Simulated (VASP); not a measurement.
VASP ran on this input.

**INCAR**
```
SYSTEM = CdTe
PREC = Accurate
ENCUT = 300
EDIFF = 1E-6
NELM = 100
ALGO = Normal
LREAL = .FALSE.
LASPH = .TRUE.
ISMEAR = -1
SIGMA = 0.05
GGA = PE
LMAXMIX = 4
LWAVE = .FALSE.
LCHARG = .FALSE.
ISIF = 2
LSORBIT = .TRUE.
LNONCOLLINEAR = .TRUE.
MAGMOM = 0.0 0.0 0.0 0.0 0.0 0.0
GGA_COMPAT = .FALSE.
LORBIT = 11
```

**KPOINTS**
```
Regular mesh
0
G
  5 5 5
```

File POSCAR:
```
CdTe
1
    0.0000000000     3.2400000000     3.2400000000
    3.2400000000     0.0000000000     3.2400000000
    3.2400000000     3.2400000000     0.0000000000
Cd Te
1 1
Direct
  0.0000000000   0.0000000000   0.0000000000
  0.2500000000   0.2500000000   0.2500000000
```

POTCAR, in this order: Cd Te (PBE.64 set). Program: vasp_ncl.

Problem. Translate this PBE+SOC calculation to Quantum ESPRESSO's pw.x.

Solution. One equivalent input (not run):
```
&CONTROL
  calculation = 'scf'
  pseudo_dir = './pseudo'
  outdir = './out'
  tprnfor = .true.
  tstress = .true.
/
&SYSTEM
  ibrav = 0
  nat = 2
  ntyp = 2
  ecutwfc = 102
  occupations = 'smearing'
  smearing = 'fermi-dirac'
  degauss = 0.003675
  input_dft = 'pbe'
  noncolin = .true.
  lspinorb = .true.
/
&ELECTRONS
  conv_thr = 7.3e-08
  electron_maxstep = 100
/
ATOMIC_SPECIES
  Cd 112.414 Cd.upf
  Te 127.600 Te.upf
CELL_PARAMETERS angstrom
     0.0000000    3.2400000    3.2400000
     3.2400000    0.0000000    3.2400000
     3.2400000    3.2400000    0.0000000
ATOMIC_POSITIONS crystal
  Cd   0.0000000  0.0000000  0.0000000
  Te   0.2500000  0.2500000  0.2500000
K_POINTS automatic
  5 5 5 0 0 0
```
The two are equivalent in intent, not identical: the potentials are each code's own (VASP's PAW set, PseudoDojo norm-conserving files, fully relativistic, in pw.x), so ENCUT and ecutwfc are chosen apart and not converted; conv_thr bounds pw.x's estimated SCF error, while EDIFF bounds the energy change between steps.

The structure is a typed CdTe crystal (F-43m). The cell was not relaxed at this level. The run is one of a series of settings (GGA_COMPAT = .FALSE., LNONCOLLINEAR = .TRUE., LSORBIT = .TRUE., MAGMOM = 0.0 0.0 0.0 0.0 0.0 0.0, program vasp_ncl against the base run), some of them coarse on purpose.
